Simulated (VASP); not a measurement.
Output of a VASP run:

### OSZICAR
```
       N       E                     dE             d eps       ncg     rms          rms(c)
DAV:   1     0.332198398527E+02    0.33220E+02   -0.53113E+03  2208   0.105E+03
DAV:   2    -0.149037005508E+02   -0.48124E+02   -0.45491E+02  2228   0.199E+02
DAV:   3    -0.153472884924E+02   -0.44359E+00   -0.44347E+00  2558   0.256E+01
DAV:   4    -0.153479688837E+02   -0.68039E-03   -0.68038E-03  2434   0.837E-01
DAV:   5    -0.153479728607E+02   -0.39771E-05   -0.39767E-05  2375   0.562E-02    0.188E+01
DAV:   6    -0.171722894069E+00    0.15176E+02   -0.60877E+01  2170   0.948E+01    0.732E+00
DAV:   7    -0.428189526622E+00   -0.25647E+00   -0.50904E-01  2184   0.734E+00    0.408E+00
DAV:   8    -0.124248717821E+00    0.30394E+00   -0.28025E+00  2181   0.190E+01    0.257E+00
DAV:   9    -0.149420426948E+00   -0.25172E-01   -0.13592E+00  2163   0.147E+01    0.175E+00
DAV:  10    -0.173605965113E+00   -0.24186E-01   -0.61909E-01  2161   0.945E+00    0.672E-01
DAV:  11    -0.191312171470E+00   -0.17706E-01   -0.86410E-02  2168   0.378E+00    0.274E-01
DAV:  12    -0.190753240412E+00    0.55893E-03   -0.11922E-03  2257   0.388E-01    0.165E-01
DAV:  13    -0.191182727847E+00   -0.42949E-03   -0.19468E-03  2168   0.553E-01    0.946E-03
DAV:  14    -0.191303483153E+00   -0.12076E-03   -0.26759E-05  2214   0.823E-02    0.484E-03
DAV:  15    -0.191304666026E+00   -0.11829E-05   -0.39660E-06  2336   0.243E-02    0.808E-03
DAV:  16    -0.191301250264E+00    0.34158E-05   -0.81441E-06  2189   0.344E-02    0.226E-03
DAV:  17    -0.191303627517E+00   -0.23773E-05   -0.69658E-07  2165   0.945E-03    0.568E-04
DAV:  18    -0.191303481799E+00    0.14572E-06   -0.12629E-08  1098   0.126E-03    0.139E-04
DAV:  19    -0.191303613638E+00   -0.13184E-06   -0.29905E-09  1089   0.554E-04    0.417E-05
DAV:  20    -0.191303572842E+00    0.40796E-07   -0.68438E-10  1089   0.294E-04
   1 F= -.19130357E+00 E0= -.19119572E+00  d E =-.323545E-03
```

File OUTCAR:
```
------------------------ aborting loop because EDIFF is reached ----------------------------------------
  FORCE on cell =-STRESS in cart. coord.  units (eV):
  Direction    XX          YY          ZZ          XY          YZ          ZX
  --------------------------------------------------------------------------------------
  Total        0.3951930      0.3951930      0.3951930      0.0000000      0.0000000     -0.0000000
  in kB       38.8840253     38.8840253     38.8840253      0.0000000      0.0000000     -0.0000000
  external PRESSURE =      38.8840253 kB  Pullay stress =       0.0000000 kB
  volume of cell :       16.28
      direct lattice vectors                 reciprocal lattice vectors
     0.000000000  2.011744767  2.011744767    -0.248540475  0.248540475  0.248540475
     2.011744767  0.000000000  2.011744767     0.248540475 -0.248540475  0.248540475
     2.011744767  2.011744767  0.000000000     0.248540475  0.248540475 -0.248540475
 POSITION                                       TOTAL-FORCE (eV/Angst)
 -----------------------------------------------------------------------------------
      0.00000      0.00000      0.00000         0.000000      0.000000      0.000000
 -----------------------------------------------------------------------------------
    total drift:                               -0.000000      0.000000     -0.000000
  FREE ENERGIE OF THE ION-ELECTRON SYSTEM (eV)
  ---------------------------------------------------
  free  energy   TOTEN  =        -0.1913035728 eV

  energy  without entropy=       -0.1909800279  energy(sigma->0) =       -0.19119572
```
(Selected blocks of OUTCAR.)

POSCAR:
```
Ag
1
    0.0000000000     2.0117447667     2.0117447667
    2.0117447667     0.0000000000     2.0117447667
    2.0117447667     2.0117447667     0.0000000000
Ag
1
Direct
  0.0000000000   0.0000000000   0.0000000000
```

Problem. Reconstruct the remaining input files.

Solution. Several could match; the one computed here: the input of the run itself, MS2 meta-GGA, plane waves, VASP's PBE PAW potentials (set 64).

INCAR:
```
! general
SYSTEM   =  Ag
PREC     =  Accurate
ENCUT    =  520
LREAL    =  .FALSE.
LASPH    =  .TRUE.

! electronic loop
EDIFF    =  1E-7
NELM     =  100
ALGO     =  Normal
LMAXMIX  =  4
LMIXTAU  =  .TRUE.

! smearing
ISMEAR   =  1
SIGMA    =  0.1

! functional
METAGGA  =  MS2

! ions
ISIF     =  2

! output
LWAVE    =  .FALSE.
LCHARG   =  .FALSE.
```

**KPOINTS**
```
K-points
0
Gamma
15 15 15
0 0 0
```

POTCAR, in this order: Ag (PBE.64 set). Program: vasp_std.

The compound is Ag in the fcc structure. This cell is one point of a volume scan, at 0.97 of the reference volume.
